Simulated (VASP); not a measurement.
Na2B:

```
CELL_PARAMETERS angstrom
2.71280 -2.80344 0.00000
2.71280 2.80344 0.00000
0.00000 0.00000 3.67093
ATOMIC_POSITIONS crystal
Na 0.00000 0.50000 0.50000
Na 0.50000 0.00000 0.50000
B 0.00000 0.00000 0.50000
```

The cell was built by a generator and needn't be a form met in nature.

| Property | Result |
| --- | --- |
| Program | VASP 6.6.1 |
| Task | relaxation of cell and atoms |
| Functional | LDA |
| Potentials or basis | VASP PAW LDA potentials, release 64 (Na_pv, B) |
| Cutoff | 600 eV |
| k mesh | 7 × 7 × 7 |
| Occupations | methfessel-paxton, width 0.1 eV |
| Spin | no spin polarisation |

At the start: pressure 29.0 GPa; volume 18.61 Å³/atom.

Problem. How do energy, volume and symmetry change on relaxing?

Solution. Over 16 steps the energy falls by 1481.5 meV/atom and the volume is 21.17 Å³/atom (+13.8 %); space group Cmmm (No. 65, to 0.05 Å).

Step by step:
```tsv
step	energy change (eV)	largest force (eV/Å)	pressure (GPa)	volume (Å³)
1	0.0000	0.0000	29.03	55.84
2	-3.5917	0.0000	-0.02	85.80
3	-3.6357	0.0000	-0.85	88.93
4	-3.6499	0.0000	-2.21	95.33
5	-3.6549	0.0000	-1.82	92.95
6	-3.6539	0.0000	-1.59	92.13
7	-3.7810	0.0000	-1.79	88.18
8	-4.1377	0.0000	-2.13	78.81
9	-4.2296	0.0000	0.35	59.80
10	-4.4163	0.0000	-1.59	68.83
11	-4.4255	0.0000	-1.29	66.99
12	-4.4426	0.0000	0.22	62.36
13	-4.4437	0.0000	0.20	63.03
14	-4.4438	0.0000	-0.04	63.34
15	-4.4438	0.0000	0.13	63.20
16	-4.4445	0.0000	0.03	63.52
```

Final structure:
```xyz
3
Lattice="3.5390 -3.5604 0.0000 3.5390 3.5604 0.0000 0.0000 0.0000 2.5205" Properties=species:S:1:pos:R:3 pbc="T T T"
Na    1.7695    1.7802    1.2602
Na    1.7695   -1.7802    1.2602
B     3.5390    3.5604    1.2602
```
